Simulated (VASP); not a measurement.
Here is the system:

```yaml
crystal:
  lattice:
    - [-1.60176, 1.60176, 3.91188]
    - [1.60176, -1.60176, 3.91188]
    - [1.60176, 1.60176, -3.91188]
  atoms:
    - { symbol: Si, position: [0.66555, 0.66555, 0.00000] }
    - { symbol: Si, position: [0.33445, 0.33445, 0.00000] }
    - { symbol: W, position: [0.00000, 0.00000, 0.00000] }
```

All values below come from PBEsol GGA, VASP's PBE PAW potentials (set 64) (plane waves; VASP). Settings: 400 eV cut-off, Gaussian smearing of 0.050 eV, potentials Si W_sv.

Unless said otherwise, spin-orbit coupling is left out, though it shifts the bands of the heavy elements here.

### Question
Predict the band gap (along the path) with the smallest direct gap where there is one.

### Answer

* **band gap (along the path)**: none (metal, semimetal or under 0.01 eV)

Only differences to runs with the same potentials and settings are physical.

The compound is WSi2 in the MoSi2 type structure. It was relaxed first.
